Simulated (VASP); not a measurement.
Output of a VASP run:

File OSZICAR:
```
       N       E                     dE             d eps       ncg     rms          rms(c)
DAV:   1     0.118859915928E+02    0.11886E+02   -0.40861E+03   568   0.895E+02
DAV:   2    -0.131976679383E+02   -0.25084E+02   -0.24176E+02   880   0.114E+02
DAV:   3    -0.134804534207E+02   -0.28279E+00   -0.28279E+00   624   0.159E+01
DAV:   4    -0.134812866060E+02   -0.83319E-03   -0.83319E-03   928   0.886E-01
DAV:   5    -0.134812868796E+02   -0.27356E-06   -0.27356E-06   640   0.132E-02    0.659E+00
DAV:   6    -0.129761931874E+02    0.50509E+00   -0.14332E+00   600   0.634E+00    0.362E+00
DAV:   7    -0.129028392355E+02    0.73354E-01   -0.19953E-01   832   0.273E+00    0.122E+00
DAV:   8    -0.128954622135E+02    0.73770E-02   -0.26181E-02   616   0.110E+00    0.190E-01
DAV:   9    -0.128957775646E+02   -0.31535E-03   -0.52333E-04   736   0.201E-01    0.984E-02
DAV:  10    -0.128959829115E+02   -0.20535E-03   -0.31051E-04   656   0.137E-01    0.274E-02
DAV:  11    -0.128959928042E+02   -0.98926E-05   -0.13358E-05   800   0.314E-02    0.272E-02
DAV:  12    -0.128959936136E+02   -0.80946E-06   -0.28796E-06   576   0.112E-02
   1 F= -.12895994E+02 E0= -.12895994E+02  d E =-.662871E-14
```

File OUTCAR:
```
------------------------ aborting loop because EDIFF is reached ----------------------------------------
  FORCE on cell =-STRESS in cart. coord.  units (eV):
  Direction    XX          YY          ZZ          XY          YZ          ZX
  --------------------------------------------------------------------------------------
  Total       -1.2474897     -1.2474897     -1.2474897      0.0000000      0.0000000     -0.0000000
  in kB      -80.5080781    -80.5080781    -80.5080781      0.0000000      0.0000000     -0.0000000
  external PRESSURE =     -80.5080781 kB  Pullay stress =       0.0000000 kB
  volume of cell :       24.83
      direct lattice vectors                 reciprocal lattice vectors
     0.000000000  2.315400000  2.315400000    -0.215945409  0.215945409  0.215945409
     2.315400000  0.000000000  2.315400000     0.215945409 -0.215945409  0.215945409
     2.315400000  2.315400000  0.000000000     0.215945409  0.215945409 -0.215945409
  FREE ENERGIE OF THE ION-ELECTRON SYSTEM (eV)
  ---------------------------------------------------
  free  energy   TOTEN  =       -12.8959936136 eV

  energy  without entropy=      -12.8959936136  energy(sigma->0) =      -12.89599361
```
(Selected blocks of OUTCAR.)

**POSCAR**
```
BP
1
    0.0000000000     2.3154000000     2.3154000000
    2.3154000000     0.0000000000     2.3154000000
    2.3154000000     2.3154000000     0.0000000000
B P
1 1
Direct
  0.0000000000   0.0000000000   0.0000000000
  0.2500000000   0.2500000000   0.2500000000
```

Problem. Reconstruct the remaining input files.

Solution. Several could match; the one computed here: the input of the run itself, PBE GGA, plane waves, VASP's PBE PAW potentials (set 64).

### KPOINTS
```
K-points
0
G
9 9 9
0 0 0
```

**INCAR**
```
SYSTEM = BP
PREC = Accurate; ENCUT = 520; LREAL = F
LASPH = T
EDIFF = 1E-6; NELM = 100; ALGO = Normal
ISMEAR = 0; SIGMA = 0.05
GGA = PE
ISIF = 2
LWAVE = F; LCHARG = F
```

POTCAR, in this order: B P (PBE.64 set). Program: vasp_std.

The compound is BP in the zinc blende structure. The cell was not relaxed at this level.
